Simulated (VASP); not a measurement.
Consider the following.

```
Ni
1.0
    0.00000     1.72881     1.72881
    1.72881     0.00000     1.72881
    1.72881     1.72881     0.00000
Ni
1
Direct
  0.00000   0.00000   0.00000
```
Starting moments (μB, in the order of the record's atoms Ni): 0.6.

These are PBEsol GGA, VASP's PBE PAW potentials (set 64) (plane waves; VASP 6.6.1) values and carry that method's errors. Run with 480 eV cut-off, 16×16×16 Γ-centred mesh, first-order Methfessel-Paxton smearing of 0.10 eV, potentials Ni.

Energy and stress use the plane-wave basis of the starting cell.

**Question.** The ions, cell shape and volume at an external pressure of 15.0 GPa are relaxed. What does this cell relax into?

**Answer.** 
```
Ni
1.0
    0.00000     1.69790     1.69790
    1.69790     0.00000     1.69790
    1.69790     1.69790     0.00000
Ni
1
Direct
  0.00000   0.00000   0.00000
```
Space group Fm-3m (225), at a tolerance of 0.03 Å. The cell ends with 0.58 μB, on the sites 0.58 μB.

**Question.** How do energy and volume change from the first to the last step?

**Answer.** The energy (σ→0) changes by +25.2 meV/atom and the volume by -5.3 %, in 4 ionic steps.

The compound is Ni in the fcc structure. This run relaxes it under an external pressure of 15 GPa. Symmetry was kept, so distortions that lower it aren't found.
